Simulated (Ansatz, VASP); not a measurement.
# Cross-check of Si between VASP and Ansatz, part 2 of 2

Wanted: the spread between two codes on one cell, functional and k mesh. The structure shown is frame 338 of Ansatz's trajectory.

VASP 6.6.1 and Ansatz 0.2.0.

So far: Set-up; Ansatz: dynamics, PBE with D3(BJ).

## (3) VASP: single point, PBE with D3(BJ)

Level of this step: PBE with D3(BJ); plane waves and PAW (Si) (VASP).

The same cell, functional, mesh and smearing now go to VASP, with its own data sets.

Lines of VASP's logs that name or quote its potential files are left out, and so is its time.

File INCAR:

```
SYSTEM = Si
PREC = Accurate
ENCUT = 400
EDIFF = 1E-06
NELM = 120
ISMEAR = -1
SIGMA = 0.15
LREAL = Auto
ALGO = Normal
GGA = PE
IVDW = 12
NBANDS = 208
LORBIT = 11
LWAVE = .FALSE.
LCHARG = .FALSE.
ISIF = 2
LASPH = .TRUE.
GGA_COMPAT = .FALSE.
NCORE = 2
```

File POSCAR:

```
Si
1.0
   11.2554030000      0.0000000000      0.0000000000
    0.0000000000     11.2554030000      0.0000000000
    0.0000000000      0.0000000000     11.2554030000
Si
76
Direct
    0.6773635737      0.3680188084      0.8283046818
    0.7762763359      0.3683564240      0.5357249314
    0.8030987429      0.4723686926      0.7276149952
    0.4893205512      0.6628105631      0.7691506026
    0.1048207692      0.6889224668      0.2180996984
    0.1421003761      0.3865610143      0.6289956921
    0.4122553408      0.8197041012      0.2445847563
    0.8651311730      0.0114700469      0.1604473869
    0.9312063726      0.1121594669      0.8221384876
    0.0048862755      0.9554169673      0.9425339990
    0.8244484893      0.6821701542      0.2909980211
    0.9149205941      0.5717254193      0.4910263986
    0.7759651076      0.1905840244      0.9670558220
    0.0421308771      0.5343655842      0.7340296922
    0.0045575445      0.8743711798      0.2798567053
    0.1844891738      0.4544839487      0.9444266900
    0.5170139177      0.2915755216      0.1460631841
    0.9377718417      0.1050695386      0.6165572215
    0.9023488541      0.5331839295      0.1518737268
    0.1802245553      0.0730493613      0.2730066618
    0.2901628667      0.9242849856      0.3833803197
    0.1841426735      0.7885546168      0.8769213328
    0.3653889603      0.4943048241      0.2299340148
    0.7454464314      0.7229505687      0.1030793833
    0.2837925928      0.6776745355      0.6961012413
    0.7005168984      0.6460630508      0.9123173999
    0.0599623132      0.7771289931      0.6213104942
    0.1594078862      0.5074807184      0.2930148303
    0.5457023618      0.6730278783      0.3211435432
    0.2154520811      0.1609626950      0.5232064991
    0.2434652940      0.5476125555      0.5097374123
    0.3531370667      0.0091597786      0.1581193494
    0.8161413678      0.1821880567      0.3220320054
    0.4308064314      0.1098847371      0.4648611871
    0.8351100356      0.9844161066      0.3925137110
    0.7360198475      0.9993158841      0.8266607602
    0.6063932140      0.1906551014      0.7246741854
    0.8252481053      0.3297882803      0.1396215666
    0.4383583600      0.3782450082      0.9446043824
    0.5217938443      0.3744246208      0.3731807737
    0.4391313221      0.5069476411      0.5679849935
    0.3195709652      0.2308135924      0.3314852431
    0.1657070831      0.7523408980      0.4348755882
    0.3398812108      0.5735556515      0.0323400237
    0.1299287107      0.3096557271      0.4297225075
    0.0802459050      0.3611954188      0.1450059140
    0.6071839453      0.1757289366      0.3920339414
    0.5493894799      0.8841264946      0.7652413690
    0.5356094313      0.7172288722      0.0178225515
    0.2042219190      0.9695165957      0.0073650850
    0.6113952561      0.7254293782      0.5084580268
    0.3234180064      0.3105175354      0.7738416830
    0.2621674231      0.7533981680      0.0938749150
    0.6413008934      0.8696889840      0.2662365799
    0.1477956853      0.1799224781      0.7428076987
    0.9735502141      0.1630328119      0.0823426758
    0.2489382210      0.2417061388      0.1534815768
    0.5794816943      0.0788510194      0.1857952132
    0.5929596657      0.9204201751      0.9899423415
    0.0131314712      0.1526200350      0.4150984198
    0.2758675100      0.9406593438      0.7602926346
    0.8178916384      0.8985640052      0.0078362365
    0.4261331202      0.2980168724      0.6002272864
    0.7905181183      0.4451550957      0.3482949478
    0.6771947659      0.6378536601      0.7014053606
    0.8042182052      0.8081099362      0.7409508127
    0.8074966307      0.7908557339      0.5458267465
    0.7346071927      0.1534107664      0.5551911380
    0.6321319636      0.4682373434      0.1847645971
    0.5924177037      0.9294114125      0.5455246694
    0.1187429717      0.9796361801      0.6467738205
    0.8966449269      0.6191693003      0.9516587722
    0.5210386514      0.1089876569      0.8852104185
    0.9781793686      0.7576983250      0.8137069814
    0.3278603174      0.1619933111      0.9623111674
    0.7325903835      0.4829769312      0.0111055108
```

File KPOINTS:

```
Automatic mesh
0
Gamma
1 1 1
0 0 0
```

The projector-augmented-wave data sets are Si (PBE family, release 64).

The run is started by

```bash
$ mpirun -np 8 vasp_gam
```

Numbers of over 12 decimals in the logs are rounded to 6 here.

Output:

```text
[banner, memory and clock lines left out]
running    8 mpi-ranks, on    1 nodes
[...]
LDA part: xc-table for (Slater+PW92), standard interpolation
 POSCAR, INCAR and KPOINTS ok, starting setup
[...]
entering main loop
       N       E                     dE             d eps       ncg     rms          rms(c)
DAV:   1     0.127291622840E+04    0.12729E+04   -0.11342E+05   416   0.105E+03
DAV:   2    -0.206454685566E+03   -0.14794E+04   -0.13731E+04   544   0.196E+02
DAV:   3    -0.366478525148E+03   -0.16002E+03   -0.15274E+03   528   0.568E+01
DAV:   4    -0.371584359612E+03   -0.51058E+01   -0.50228E+01   512   0.117E+01
[...]
DAV:  15    -0.365124395341E+03   -0.74349E-05   -0.19608E-05   488   0.771E-03    0.874E-03
DAV:  16    -0.365124397675E+03   -0.23344E-05   -0.43972E-06   432   0.361E-03    0.393E-03
DAV:  17    -0.365124398202E+03   -0.52647E-06   -0.13652E-06   304   0.207E-03
   1 F= -.39138431E+03 E0= -.39018093E+03  d E =-.240676E+01
```

From OUTCAR (step 3):

```text
 Edisp (eV)  -26.25991

  Total     -20.57671   -22.85159   -15.63872    -3.48410    -3.97452    -3.43998
  in kB     -23.12083   -25.67697   -17.57230    -3.91487    -4.46593    -3.86530
  external pressure =      -22.12 kB  Pullay stress =        0.00 kB

 POSITION                                       TOTAL-FORCE (eV/Angst)
 -----------------------------------------------------------------------------------
[...]
1.17980      7.75410      2.45480        -0.901621      0.760293      0.383586
      1.59940      4.35090      7.07960         0.403543     -0.423071     -0.203716
      4.64010      9.22610      2.75290         0.256790     -0.335005     -0.492583
      9.73740      0.12910      1.80590        -0.234894      0.728110      1.744868
     10.48110      1.26240      9.25350         0.332653      0.518385      0.753000
      0.05500     10.75360     10.60860         0.114890      0.231796     -0.173402
      9.27950      7.67810      3.27530         0.322000     -0.244388      1.126122
     10.29780      6.43500      5.52670        -0.125750      0.544559      0.254585
      8.73380      2.14510     10.88460        -0.269253      0.261994     -0.510686
      0.47420      6.01450      8.26180        -0.719765      0.434462      0.402095
      0.05130      9.84140      3.14990        -0.147820      0.142930     -0.099777
      2.07650      5.11540     10.62990        -0.448111     -0.208317     -0.112081
      5.81920      3.28180      1.64400        -0.329273     -0.290093     -0.092905
[...]
-----------------------------------------------------------------------------------
    total drift:                                0.011098     -0.001561      0.000075

  FREE ENERGIE OF THE ION-ELECTRON SYSTEM (eV)
  ---------------------------------------------------
  free  energy   TOTEN  =      -391.3843078849 eV

  energy  without entropy=     -388.9775434401  energy(sigma->0) =     -390.18092566

[... 3 further parts left out ...]
[key lines of the parts left out:]
E-fermi :   6.6517
```

The run ends at a pressure of -2.21 GPa, with forces up to 3.3 eV/Å.

## (4) Comparison

Known differences besides the potentials themselves: the cutoff is 420 eV in Ansatz and 400 eV in VASP (PREC = Accurate, projectors in real space). Total energies have different zeros and are not compared.

Forces on 7 of the 76 atoms, those with the largest forces and the largest differences (eV/Å; atoms numbered as in POSCAR):

| atom | Ansatz x, y, z | VASP x, y, z |
| --- | --- | --- |
| Si1 | -1.214, -2.060, 2.083 | -1.205, -2.057, 2.077 |
| Si3 | 2.186, 1.243, -1.624 | 2.173, 1.240, -1.623 |
| Si26 | -1.078, 1.488, -1.672 | -1.070, 1.477, -1.660 |
| Si30 | 1.146, -2.330, 1.768 | 1.141, -2.318, 1.758 |
| Si42 | 1.107, 0.766, 2.121 | 1.100, 0.763, 2.112 |
| Si45 | -0.001, 3.145, -0.932 | 0.003, 3.125, -0.921 |
| Si67 | 1.079, -0.103, -2.316 | 1.072, -0.103, -2.304 |

The forces differ by 4.8 meV/Å r.m.s., which is 0.6 % of the r.m.s. force of 0.843 eV/Å (both taken over all components).

## (5) Outcome

```yaml
r_m_s_force_difference_single_point_pbe_with_d3_bj: 0.57 % of the r.m.s. force
```

The r.m.s. force difference is 0.57 % of the r.m.s. force (single point, PBE with D3(BJ)), within the 3 % picked in this series as the mark of a large difference. 2 further runs of this series are not shown here. Such differences can come from data sets, numerical settings and the points named under the comparisons, not from the functional's error against experiment.

[Lines on the potential files, build, host, timing and source positions are cut from VASP's logs without a mark.]

[Logs are printed without paths, hosts, clocks, repeated set-up lines and the standing remarks that a program may print on its own settings, such as how far it seeks lower states.]

[Hosts, paths, dates, database ids (printed as entryN), source tags and the programs' standing remarks are cut or masked in the printed files.]
